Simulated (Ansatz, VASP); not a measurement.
# Two plane-wave programs on HfZrS3

```xyz
5
Lattice="4.0332 0.0000 0.0000 0.0000 4.0332 0.0000 0.0000 0.0000 6.6530" Properties=species:S:1:pos:R:3 pbc="T T T"
Zr    2.0166    2.0166    0.0000
Hf    2.0166    2.0166    3.3265
S     0.0000    0.0000    5.2350
S     0.0000    0.0000    1.4180
S     0.0000    0.0000    3.3265
```

Alike in both runs: task single point; functional PBE; k mesh 4 × 4 × 4; occupations gaussian, width 0.1 eV; no spin polarisation.

```csv
,VASP,Ansatz
version,VASP 6.6.1,Ansatz 0.2.0
potentials or method,"VASP PAW PBE potentials, release 64 (Zr_sv, Hf_pv, S)","scalar-relativistic, plane waves, PAW"
plane-wave cutoff (eV),520,420
valence electrons in the cell,40,56
```

|  | VASP | Ansatz | Ansatz less VASP |
| --- | --- | --- | --- |
| gap on the k mesh at the Fermi level (eV) | none | none | - |
| pressure (GPa) | -2.3 | -1.8 | +0.48 |
| largest component of the traceless stress (GPa) | 34.91 | 35.51 | +0.605 |
| rms of the force components (eV/Å) | 2.693 | 2.751 | +0.0581 |

Atom by atom the forces differ by 0.058 eV/Å (rms over components). A gap of «none» marks a metal or a gap that the smearing closes. The functional is the same, so the differences come from potentials, cutoffs and numerics. The two sets of potentials don't hold the same shells in valence.

Caveats: the k mesh is coarse (spacing up to 0.39 Å⁻¹), so the values aren't converged; forces of over 1 eV/Å show positions far from the minimum, so gaps and moduli don't describe the material at rest. The runs have no spin-orbit coupling, so splittings on Hf are missing.
